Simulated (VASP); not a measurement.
```yaml
crystal:
  lattice:
    - [0.00000, 3.21058, 3.21058]
    - [3.21058, 0.00000, 3.21058]
    - [3.21058, 3.21058, 0.00000]
  atoms:
    - { symbol: Tl, position: [0.00000, 0.00000, 0.00000] }
    - { symbol: Br, position: [0.50000, 0.50000, 0.50000] }
```

These are LDA (Ceperley-Alder, Perdew-Zunger), VASP's LDA PAW potentials (set 64) (plane waves; VASP) values and carry that method's errors. Run with 400 eV cut-off, 7×7×7 Γ-centred mesh, Gaussian smearing of 0.050 eV, potentials Tl_d Br.

Problem. What does the run give for the energy per atom (σ→0)?

Solution. 
| Property | Value |
|---|---|
| energy per atom (σ→0) | -3.259 eV/atom |

The absolute energy has meaning only against runs of the same code, potentials and settings.

The structure comes from a computed database's TlBr entry (Fm-3m); how it stands against other phases isn't given here. It was relaxed first, which changed the volume by -11 %. The start is the result of an earlier pass.
